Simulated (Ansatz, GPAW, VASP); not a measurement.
## Code comparison for Hf (P6_3/mmc, 2 atoms in the cell)

Self-consistent single point.

```
Hf
1.0
    1.57857    -2.73417     0.00000
    1.57857     2.73417     0.00000
    0.00000     0.00000     4.99798
Hf
2
Direct
  0.33333   0.66667   0.25000
  0.66667   0.33333   0.75000
```

All programs got the same cell, k-point mesh and kind of occupations (in Ansatz's words: kpoints.mp_grid.grid = 8 8 5; scf.occupations.method = gaussian; scf.occupations.width = 0.0073 Ry); potentials, basis and cutoffs are each program's usual ones.

```tsv
code	model	pressure (GPa)	cutoff
GPAW	PBE, GPAW PAW datasets PBE (gpaw-data 1.0.1)	5.66	550 eV
VASP	PBE, VASP's PBE PAW potentials (set 64)	4.46	300 eV
Ansatz	PBE, default PAW files	5.20	default
```

The spread over the programs that give each value: pressure within 1.20 GPa.

The starting cell has typed, rounded lattice constants, without a prior relaxation at this level. Its lattice was rescaled by a random factor within 2.5 % of one. On Ansatz's run: Spin-orbit coupling is off. In the base run, with a pressure of about 5 GPa the cell is away from its equilibrium volume at this level.

Question: Why do the programs differ, and what cannot be compared?

Answer: Differences of this kind can come from the potentials, where these differ, and from what each basis and cutoff leave unconverged. The valence holds different numbers of electrons (GPAW 24, VASP 20, Ansatz (an electronic-structure program) 52). The zero of total energies and Fermi levels follows the potentials and each program's conventions, so they are not compared here. Ansatz's pressure is given at a fixed set of plane waves, as the other plane-wave codes print theirs; with its correction for the finite basis it is 5.25 GPa. Ansatz's smearing width was typed in Ry to four decimals, so it matches the others to a few per cent.

VASP's run is marked for a possible Pulay error in its stress at this cutoff; no cutoff test was made.

Left out of this page: Quantum ESPRESSO, ABINIT, CP2K, Elk, FLEUR and SIESTA (not drawn, or without a comparable value).

Keys are those of Ansatz 0.2.
